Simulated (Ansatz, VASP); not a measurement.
# Cross-check of ScPbClO2 between VASP and Ansatz, part 2 of 2

Aim: how closely do two programs agree when they are given the same cell, functional and k mesh? The cell is invented: As first built, before any earlier steps moved the atoms (in the runner's words): it takes the BiPbO2F structure with some of its atoms replaced by other elements, volume scaled by an estimate. It may not be a known or stable phase. The cell is taken from a series of VASP runs on this material, whose earlier steps may have relaxed, scaled or displaced it; both programs get it as it stands.

VASP 6.6.1 and Ansatz 0.2.0.

So far. Step 2 (VASP: band structure, BLYP with D4): Within 0.02 Å the cell has space group P3m1; at a tight tolerance a small distortion makes it Cm. Spin-orbit coupling is off here; with elements this heavy it splits and shifts levels by tenths of an eV or more.

## 3. Ansatz: band structure, BLYP with D4

Level of this step: Ansatz beside VASP: Kohn-Sham DFT, plane waves, BLYP with D4 (Ansatz).

Ansatz runs on its default PAW (the set named soft_2) files.

The same cell, functional (in two slightly different forms), mesh and smearing now go to Ansatz, which takes its cutoff from its data sets.

input.yaml

```yaml
crystal:
  lattice:
    - [3.1604049888, -1.8262475071, 0.02372263]
    - [3.1604049888, 1.8262475071, 0.02372263]
    - [-0.060517397, 0.0, 7.5677176766]
  atoms:
    - { symbol: Pb, position: [0.3720433836, 0.3720433836, 0.743582255] }
    - { symbol: Sc, position: [0.7049414063, 0.7049414063, 0.3371561294] }
    - { symbol: Cl, position: [0.0377149051, 0.0377149051, 0.0835233722] }
    - { symbol: O, position: [0.3716090113, 0.3716090113, 0.3732915355] }
    - { symbol: O, position: [0.7054142936, 0.7054142936, 0.6117467079] }
hamiltonian:
  xc: blyp
  pseudopotentials: { kind: paw }
  dispersion: d4
kpoints:
  mp_grid: { grid: [7, 7, 3] }
  band_path:
    path:
      - [0.0, 0.0, 0.0]
      - [-0.16667, -0.16667, 0.0]
      - [-0.33333, -0.33333, 0.0]
      - [-0.5, -0.5, 0.0]
      - [-0.50003, -0.50003, 0.16647]
      - [-0.50004, -0.50004, 0.19977]
      - [-0.50008, -0.50008, 0.36624]
      - [-0.5001, -0.5001, 0.49941]
      - [-0.50006, -0.50006, 0.49965]
      - [-0.50003, -0.50003, 0.49984]
      - [-0.5111, -0.4889, 0.5]
      - [-0.56662, -0.43338, 0.5]
      - [-0.63325, -0.36675, 0.5]
      - [-0.31121, 0.31121, 0.5]
      - [-0.17783, 0.17783, 0.5]
      - [-0.06669, 0.06669, 0.5]
      - [0.0, 0.0, 0.5]
      - [-0.06665, -0.06665, 0.50008]
      - [-0.23329, -0.23329, 0.50027]
      - [-0.43324, -0.43324, 0.50051]
      - [-0.5222, -0.4778, 0.0]
      - [-0.58881, -0.41119, 0.0]
      - [-0.64432, -0.35568, 0.0]
      - [-0.26678, 0.26678, 0.0]
      - [-0.15562, 0.15562, 0.0]
      - [-0.02223, 0.02223, 0.0]
      - [-0.1, 0.0, 0.0]
      - [-0.3, 0.0, 0.0]
      - [-0.46667, 0.0, 0.0]
      - [-0.36667, 0.0, 0.36667]
      - [-0.2, 0.0, 0.2]
      - [0.0, 0.0, 0.0]
    npoints: 1
scf:
  occupations: { method: gaussian, width: 0.05 }
  n_extra_bands: 8
output:
  forces: true
  stress: true
  eigenvalues: true
```

On the command line:

```
$ ansatz run input.yaml --threads 2 --pin off --max-ram 4608MiB --backend cpu --events-out ev --progress --plain --runs-dir out
```

Numbers of over 12 decimals in the logs are rounded to 6 here.

Log:

```text
scf.n_extra_bands = 8 over 22 filled bands (N_el = 44.0): the run solves 30 bands
Engine: ansatz 0.2.0, aarch64-unknown-linux-gnu
Pseudopotentials: kind: paw
Pseudopotential: Pb, paw, valence charge 14, recommended cutoff 420 eV (normal), Pb.paw.azcp
Pseudopotential: Sc, paw, valence charge 11, recommended cutoff 420 eV (normal), Sc.paw.azcp
Pseudopotential: Cl, paw, valence charge 7, recommended cutoff 420 eV (normal), Cl.paw.azcp
Pseudopotential: O, paw, valence charge 6, recommended cutoff 420 eV (normal), O.paw.azcp
Functional definition: BLYP
  parameter beta = 0.0042
  parameter a = 0.04918
  parameter b = 0.132
  parameter c = 0.2533
  parameter d = 0.349
  exchange = b88_x(beta = beta)
  correlation = lyp_c(a = a, b = b, c = c, d = d)
Crystal: 5 atoms, lattice volume = 87.362 Å³
Basis set: ecut = 420 eV, 1693 PW (Γ), exchange–correlation on 50×50×108 points (8 copies of the dense FFT grid, shifted against one another)
Bands: 30, of which v1, the nominal top of the filled ones, is band 22 counted from 1 (21 counted from 0)
Symmetry: 2 space group operations
Space group: Cm (ITA 8), of the structure as read, at distance tolerance 4.4e-5 Å
k-points: 44 of 147 (time reversal used)
Non-local potential: Pb, projectors of the file, l = 0: 2, l = 1: 2, l = 2: 2, l = 3: 2
Non-local potential: Sc, projectors of the file, l = 0: 3, l = 1: 2, l = 2: 3, l = 3: 1
Non-local potential: Cl, projectors of the file, l = 0: 2, l = 1: 2, l = 2: 2
Non-local potential: O, projectors of the file, l = 0: 2, l = 1: 2, l = 2: 1
PAW form: soft (Blöchl's): semilocal exchange-correlation on the pseudo side does not see the compensation charge
PAW frozen core: Pb, regenerated for the run's functional, and the local potential with it (the file was generated under x = pbe(κ = 0.804, μ = 0.219515), c = pbe(β = 0.066725))
PAW frozen core: Sc, regenerated for the run's functional, and the local potential with it (the file was generated under x = pbe(κ = 0.804, μ = 0.219515), c = pbe(β = 0.066725))
PAW frozen core: Cl, regenerated for the run's functional, and the local potential with it (the file was generated under x = pbe(κ = 0.804, μ = 0.219515), c = pbe(β = 0.066725))
PAW frozen core: O, regenerated for the run's functional, and the local potential with it (the file was generated under x = pbe(κ = 0.804, μ = 0.219515), c = pbe(β = 0.066725))
PAW one-centre angular grid: Pb, 590 points (default); XC on 64 Gauss nodes
PAW one-centre angular grid: Sc, 590 points (default); XC on 64 Gauss nodes
PAW one-centre angular grid: Cl, 110 points (default); XC on 64 Gauss nodes
PAW one-centre angular grid: O, 110 points (default); XC on 64 Gauss nodes
Initial density: superposition of atomic densities (neutral atoms: chi_scale 0, normalization atom), corrected by the library's trained network
Initial wavefunctions: pseudopotential atomic-orbital guess
Functional: x = b88, c = lyp
SCF iter   1: F=—  HF=-16308.585843 eV  |F-HF|=—  |Δ(HF+E_count)|=         —  Δρ=1.46e-2  dr2=1.56e-1  ethr=1.77e-3  ⟨swp⟩=6.7  Hψ=6410  notcnv=0
preconditioner: auto → Resta (q_TF=auto, 2.434 Å⁻¹)  ε∞=4.2  [insulator: Δε(μ)=3.100 eV  Ē_g=13.378 eV  σ=0.050 eV  W_gap=1.00  n_scr=22 (ndim 8)  ℏωp=23.8 eV  f_vac=0.020  D(μ)=0.00/eV (n_scr^D=0)  ε∞_Penn≈4.2]
SCF iter   2: F=—  HF=-16308.554177 eV  |F-HF|=—  |Δ(HF+E_count)|=   3.17e-2  Δρ=5.98e-3  dr2=3.14e-2  ethr=3.55e-4  ⟨swp⟩=2.1  Hψ=2705  notcnv=0  defer=71
SCF iter   3: F=—  HF=-16308.548468 eV  |F-HF|=—  |Δ(HF+E_count)|=   5.71e-3  Δρ=1.68e-3  dr2=2.27e-3  ethr=7.13e-5  ⟨swp⟩=2.0  Hψ=1901  notcnv=0  defer=71
SCF iter   4: F=—  HF=-16308.548233 eV  |F-HF|=—  |Δ(HF+E_count)|=   2.35e-4  Δρ=4.95e-4  dr2=1.85e-4  ethr=5.15e-6  ⟨swp⟩=2.0  Hψ=1722  notcnv=0  defer=71
SCF iter   5: F=—  HF=-16308.548318 eV  |F-HF|=—  |Δ(HF+E_count)|=   8.57e-5  Δρ=3.19e-4  dr2=8.34e-5  ethr=4.20e-7  ⟨swp⟩=2.2  Hψ=1920  notcnv=0  defer=71
SCF iter   6: F=—  HF=-16308.548233 eV  |F-HF|=—  |Δ(HF+E_count)|=   8.58e-5  Δρ=5.54e-5  dr2=2.84e-6  ethr=1.89e-7  ⟨swp⟩=2.0  Hψ=1631  notcnv=0  defer=71
SCF iter   7: F=—  HF=-16308.548234 eV  |F-HF|=—  |Δ(HF+E_count)|=   1.04e-6  Δρ=1.47e-5  dr2=2.07e-7  ethr=6.45e-9  ⟨swp⟩=2.1  Hψ=1738  notcnv=0  defer=71
SCF iter   8: F=-16308.548234 eV  HF=-16308.548234 eV  |F-HF|=5.26e-9  |Δ(HF+E_count)|=   1.07e-7  Δρ=4.34e-6  dr2=1.77e-8  ethr=2.27e-10  ⟨swp⟩=9.7  Hψ=5869  notcnv=0
SCF 1 converged in 8 iterations: F = -16308.548234 eV  dr2 = 1.77e-8
  greatest PAW one-centre occupation: 0.998 electrons in one spin orbital (limit 2), on the Sc atom at site 1 (counted from 0), in its partial waves of l = 0
NSCF: frozen V_eff on 32 k-points
SCF converged after 8 iterations
Free energy (F): -16308.548234 eV
Harris-Foulkes:  -16308.548234 eV  (|F-HF|=5.26e-9)
Internal energy: -16308.548234 eV  (E = F + TS)
E sigma→0 (E₀):  -16308.548234 eV
Fermi energy:    9.280234 eV
--- Per-component energies (eV) ---
  E_band       = -216.932537
  E_kinetic    = 1064.060154
  E_local      = -3144.123214  (includes V_loc(G=0)·N_el)
  E_nonlocal   = 553.931288
  E_hartree    = 1193.675829
  E_xc         = -576.780963
  E_vxc        = -566.917209  (∫ρ·V_xc dr)
  E_paw        = -12382.913740  (= ΣΔE_a)
  E_vpaw       = -511.238773  (= ΣTr[D̂ρ^β])
  E_aug_tail   = 0.005108  (compensation charges beyond the density's cutoff)
  E_ewald      = -3013.855795
  E_disp       = -2.474084  (pairwise vdW)
  E_core_change = -0.072817  (= ΣΔE_core)
  E_smearing   = -0.000000  (= −TS)
  E_closure    = -0.000000  (closes the sum)
  Σ components = -16308.548234   (vs F -16308.548234, Δ=0.00e0)
--- Forces (eV/Å), atoms counted from 1 ---
  atom   1  Pb    -0.00071608     0.00000000    -0.04095067
  atom   2  Sc     0.00014220     0.00000000     0.09076086
  atom   3  Cl     0.00432018     0.00000000     0.00038971
  atom   4  O     -0.00022729     0.00000000    -0.02358997
  atom   5  O     -0.00354536     0.00000000    -0.02649961
  max |Σ_I F_I| component: 1.10e-4 eV/Å
--- Stress (GPa, compression-positive) ---
       -0.410048       0.000000      -0.002110
        0.000000      -0.398637       0.000000
       -0.002110       0.000000      -0.267697
  P = ⅓ Tr σ = -0.3588 GPa (-3.588 kbar)
--- Band table (eV; the first three rows and the last of 44) ---
  k-point 0: bands = [... 18 lower, 5.9437, 6.6827, 6.6828, 7.2149, 11.5618, 11.9090, 11.9123, 12.5019, ... 4 higher]
  k-point 1: bands = [... 18 lower, 5.9281, 6.6821, 6.6825, 7.8058, 11.1928, 11.9373, 11.9402, 12.2140, ... 4 higher]
  k-point 2: bands = [... 18 lower, 5.9981, 6.5753, 6.8397, 7.3182, 11.7708, 11.9502, 12.0685, 12.7514, ... 4 higher]
  k-point 43: bands = [... 18 lower, 5.7652, 6.2850, 6.7006, 7.5835, 10.8663, 11.4302, 12.1938, 12.5748, ... 4 higher]
```

Run time: 9.5 s. Hardware: 2 threads of Arm Neoverse V1, shared host; peak memory 0.4 GiB.

The column dr2 measures how far the density is from self-consistency, as an energy; F and HF (Harris–Foulkes) agree once it is small.

## 4. Differences

Known differences besides the potentials themselves: the cutoff is 420 eV in Ansatz and 520 eV in VASP; Ansatz makes its cores anew for this functional, VASP keeps those of its PBE data sets; VASP leaves aspherical gradient terms in its spheres out (LASPH is not set), Ansatz keeps them; VASP's log shows a relativistic correction to its local exchange, Ansatz's none. Total energies have different zeros and are not compared.

Compared:

| quantity | Ansatz | VASP | difference |
| --- | --- | --- | --- |
| pressure (GPa) | -0.36 | -0.02 | -0.33 |
| pressure without Ansatz's Pulay correction (GPa) | -0.70 | -0.02 | -0.68 |
| gap over the path points (eV) | 2.685 | 2.675 | +0.009 |

Levels at points of the path, from each program's valence-band top (eV; 4 filled, then empty):

| k (reciprocal lattice) | Ansatz | VASP |
| --- | --- | --- |
| 0.000 0.000 0.000 | -2.04 -1.31 -1.31 -0.77 3.57 3.92 3.92 | -2.06 -1.32 -1.32 -0.78 3.56 3.89 3.90 |
| -0.167 -0.167 0.000 | -2.13 -1.45 -1.04 -0.68 3.81 3.97 4.18 | -2.15 -1.46 -1.05 -0.69 3.79 3.94 4.16 |
| -0.333 -0.333 0.000 | -2.11 -1.65 -1.03 -0.72 3.24 4.02 4.04 | -2.12 -1.66 -1.03 -0.72 3.23 4.00 4.01 |
| -0.500 -0.500 0.000 | -2.00 -1.64 -1.29 -0.84 2.69 3.85 4.08 | -2.00 -1.65 -1.30 -0.84 2.68 3.83 4.04 |
| -0.500 -0.500 0.166 | -2.11 -1.61 -1.28 -0.75 2.69 3.82 4.04 | -2.12 -1.61 -1.29 -0.75 2.68 3.80 4.01 |
| -0.500 -0.500 0.200 | -2.12 -1.59 -1.27 -0.73 2.69 3.81 4.03 | -2.13 -1.60 -1.28 -0.72 2.67 3.79 4.00 |
| -0.500 -0.500 0.366 | -2.17 -1.53 -1.21 -0.63 2.69 3.78 3.96 | -2.18 -1.54 -1.21 -0.63 2.69 3.75 3.93 |
| -0.500 -0.500 0.499 | -2.18 -1.51 -1.18 -0.60 2.70 3.77 3.93 | -2.19 -1.52 -1.19 -0.61 2.70 3.75 3.91 |
| -0.500 -0.500 0.500 | -2.18 -1.51 -1.18 -0.60 2.70 3.77 3.93 | -2.19 -1.52 -1.19 -0.61 2.70 3.75 3.91 |
| -0.500 -0.500 0.500 | -2.18 -1.51 -1.18 -0.60 2.70 3.77 3.93 | -2.19 -1.52 -1.19 -0.61 2.70 3.75 3.91 |

At this near-relaxed geometry the largest component of a force difference is 95 meV/Å. Among the levels compared at these points, filled levels agree within 17 meV and empty ones within 30 meV. Ansatz's pressure holds a Pulay correction of 0.34 GPa; VASP's holds none.

## 5. Other set-ups

Further runs change the set-up of one program: Ansatz's method, potentials or start, or VASP's data sets, cutoff or form of LDA. The table gives Ansatz less VASP for each quantity, since a change that brings one quantity closer may part another.

| run | r.m.s. force difference (meV/Å) | pressure (GPa) | gap over the path points (eV) | pressure without Ansatz's Pulay correction (GPa) |
| --- | --- | --- | --- | --- |
| as above | 28 | -0.33 | 0.0094 | -0.68 |
| cores kept as stored | 29 | -0.34 | 0.0084 | -0.67 |
| Ansatz's larger PAW set (cutoff 920 eV) | 25 | -0.26 | 0.012 |  |
| norm-conserving potentials (cutoff 1240 eV) | 17 | -0.064 | 0.0087 |  |

## 6. VASP: single point, BLYP with D4

A single point gives forces, pressure and levels at one fixed geometry, so differences don't come from the geometry; what else differs is listed under the comparison.

INCAR

```
SYSTEM = ScPbClO2
PREC = Accurate
ENCUT = 520
EDIFF = 1E-06
NELM = 100
ISMEAR = -5
SIGMA = 0.05
LREAL = .FALSE.
ALGO = Normal
GGA = B5
ALDAX = 1
AGGAX = 1
AGGAC = 1
ALDAC = 0
IVDW = 13
VDW_S6 = 1
VDW_S8 = 2.34076671
VDW_A1 = 0.44488865
VDW_A2 = 4.0933009
NBANDS = 37
LORBIT = 11
LWAVE = .FALSE.
LCHARG = .FALSE.
KPAR = 2
NEDOS = 2001
```

POSCAR

```
ScPbClO2
1.0
    3.1604049888     -1.8262475071      0.0237226300
    3.1604049888      1.8262475071      0.0237226300
   -0.0605173970      0.0000000000      7.5677176766
Pb Sc Cl O
1 1 1 2
Direct
    0.3720433836      0.3720433836      0.7435822550
    0.7049414063      0.7049414063      0.3371561294
    0.0377149051      0.0377149051      0.0835233722
    0.3716090113      0.3716090113      0.3732915355
    0.7054142936      0.7054142936      0.6117467079
```

KPOINTS

```
Automatic mesh
0
Gamma
10 10 5
0 0 0
```

Potentials, in the order of the species: Pb_d, Sc_sv, Cl and O (PBE family, release 64).

On the command line:

```
$ mpirun -np 2 vasp_std
```

Log:

```text
[banner, memory and clock lines left out]
running    2 mpi-ranks, on    1 nodes
[...]
[... a notice as in an earlier step ...]

 LDA part: xc-table for (Slater(with rela. corr.)+VWN5), standard interpolation
 POSCAR, INCAR and KPOINTS ok, starting setup
[...]
entering main loop
       N       E                     dE             d eps       ncg     rms          rms(c)
DAV:   1     0.587663872031E+03    0.58766E+03   -0.20276E+04 10434   0.131E+03
DAV:   2     0.395065371691E+02   -0.54816E+03   -0.51521E+03 10480   0.414E+02
DAV:   3    -0.352937590324E+02   -0.74800E+02   -0.71756E+02 13346   0.165E+02
DAV:   4    -0.391904904171E+02   -0.38967E+01   -0.38756E+01 15351   0.412E+01
[...]
DAV:  12    -0.306652257286E+02   -0.98058E-04   -0.18739E-04 13540   0.854E-02    0.245E-02
DAV:  13    -0.306652409399E+02   -0.15211E-04   -0.24566E-05 13722   0.316E-02    0.107E-02
DAV:  14    -0.306652419115E+02   -0.97163E-06   -0.35359E-06 12844   0.143E-02
   1 F= -.33138656E+02 E0= -.33138656E+02  d E =0.000000E+00
```

Parts of OUTCAR (step 6):

```text
  Edisp (eV):   -2.47341

  Total      -0.01681    -0.01094     0.00103     0.00000     0.00000    -0.00078
  in kB      -0.30835    -0.20071     0.01883     0.00000     0.00000    -0.01424
  external pressure =       -0.16 kB  Pullay stress =        0.00 kB

 POSITION                                       TOTAL-FORCE (eV/Angst)
 -----------------------------------------------------------------------------------
      2.30662      0.00000      5.64487        -0.000877      0.000000     -0.000619
      4.43540      0.00000      2.58495         0.001232      0.000000     -0.004651
      0.23333      0.00000      0.63387         0.004336      0.000000      0.002655
      2.32628      0.00000      2.84260        -0.001119      0.000000      0.006734
      4.42177      0.00000      4.66299        -0.003573      0.000000     -0.004119
 -----------------------------------------------------------------------------------
    total drift:                               -0.000171     -0.000000     -0.001486

  FREE ENERGIE OF THE ION-ELECTRON SYSTEM (eV)
  ---------------------------------------------------
  free  energy   TOTEN  =       -33.1386560668 eV

  energy  without entropy=      -33.1386560668  energy(sigma->0) =      -33.13865607

[... 1 part as in an earlier step ...]

[... 2 further parts left out ...]
[key lines of the parts left out:]
E-fermi :   4.2272
```

The run ends at a pressure of -0.02 GPa, with forces up to 0.0068 eV/Å.

## 7. Ansatz: single point, BLYP with D4

The same cell, functional (in two slightly different forms), mesh and smearing now go to Ansatz, which takes its cutoff from its data sets.

The cell is taken from a series of VASP runs on this material, whose earlier steps may have relaxed, scaled or displaced it; both programs get it as it stands.

input.yaml, the sections that differ from step 3:

```yaml
kpoints:
  mp_grid: { grid: [10, 10, 5] }
scf:
  occupations: { method: tetrahedron }
output:
  forces: true
  stress: true
# crystal, hamiltonian: as in step 3
```

On the command line:

```
$ ansatz run input.yaml --threads 2 --pin off --max-ram 4608MiB --backend cpu --events-out ev --progress --plain --runs-dir out
```

Log:

```text
Warning: output.forces, output.stress, relax.cell or npt_langevin: where a Kohn–Sham band that disperses or a degenerate level is filled in part under the method tetrahedron, the forces or the stress that this run publishes need not agree with its energy (scf.occupations.method in the input reference, under Limitations); prefer a smearing scheme for the forces or the stress
[...]
k-point 0: bands = [... 18 lower, 5.9437, 6.6827, 6.6828, 7.2150, 11.5618, 11.9090, 11.9123, 12.5019, ... 1 higher]
  k-point 1: bands = [... 18 lower, 5.9365, 6.6825, 6.6827, 7.5041, 11.4176, 11.9220, 11.9251, 12.3236, ... 1 higher]
  k-point 2: bands = [... 18 lower, 5.9247, 6.6821, 6.6825, 7.9185, 11.0943, 11.9433, 11.9460, 12.1892, ... 1 higher]
  k-point 140: bands = [... 18 lower, 5.8156, 6.4671, 6.7906, 7.3720, 10.6862, 11.7628, 11.9360, 12.5307, ... 1 higher]
[key lines of the parts left out:]
SCF converged after 8 iterations
Free energy (F): -16308.548264 eV
Fermi energy:    7.918502 eV
P = ⅓ Tr σ = -0.3585 GPa (-3.585 kbar)
```

Wall time 18 s (2 threads); peak memory 0.52 GiB; 35 s of CPU time.

The run ends at a pressure of -0.36 GPa, with forces up to 0.091 eV/Å.

## 8. Side by side

Compared:

| quantity | Ansatz | VASP | difference |
| --- | --- | --- | --- |
| pressure (GPa) | -0.36 | -0.02 | -0.34 |
| pressure without Ansatz's Pulay correction (GPa) | -0.70 | -0.02 | -0.68 |
| gap on the k mesh (eV) | 2.755 | 2.746 | +0.009 |

At this near-relaxed geometry the largest component of a force difference is 95 meV/Å. A gap on the mesh is an upper bound, since the band edges may lie between its points; neither run holds spin-orbit coupling, which can move the band edges of a compound of Pb. Ansatz's pressure holds a Pulay correction of 0.34 GPa; VASP's holds none.

## 9. Further runs

Further runs change the set-up of one program: Ansatz's method, potentials or start, or VASP's data sets, cutoff or form of LDA. The table gives Ansatz less VASP for each quantity, since a change that brings one quantity closer may part another.

| run | r.m.s. force difference (meV/Å) | pressure (GPa) | gap on the k mesh (eV) | pressure without Ansatz's Pulay correction (GPa) |
| --- | --- | --- | --- | --- |
| as above | 28 | -0.34 | 0.0090 | -0.68 |
| cores kept as stored | 29 | -0.35 | 0.0080 | -0.67 |
| Ansatz's larger PAW set (cutoff 920 eV) | 25 | -0.27 | 0.012 |  |

## 10. What came out

| Property | Result |
| --- | --- |
| r.m.s. force difference (band structure, BLYP with D4) | 28 meV/Å |
| r.m.s. force difference (single point, BLYP with D4) | 28 meV/Å |

In words: The r.m.s. force difference is 28 meV/Å (single point, BLYP with D4), beyond the 12 meV/Å picked in this series as the mark of a large difference. Band structure, BLYP with D4, Ansatz's larger PAW set (cutoff 920 eV): the difference in gap over the path points goes from 0.0094 to 0.012 eV. Band structure, BLYP with D4, norm-conserving potentials (cutoff 1240 eV): r.m.s. force difference goes from 28 to 17 meV/Å; the difference in pressure goes from -0.33 to -0.064 GPa. Single point, BLYP with D4, Ansatz's larger PAW set (cutoff 920 eV): the difference in gap on the k mesh goes from 0.0090 to 0.012 eV. 3 further runs of this series are not shown here. How closely two codes agree says nothing of how well the functional describes the real material.

[Lines on the potential files, build, host, timing and source positions are cut from VASP's logs without a mark.]

[Logs are printed without paths, hosts, clocks, repeated set-up lines and the standing remarks that a program may print on its own settings, such as how far it seeks lower states.]

[Hosts, paths, dates, database ids (printed as entryN), source tags and the programs' standing remarks are cut or masked in the printed files.]
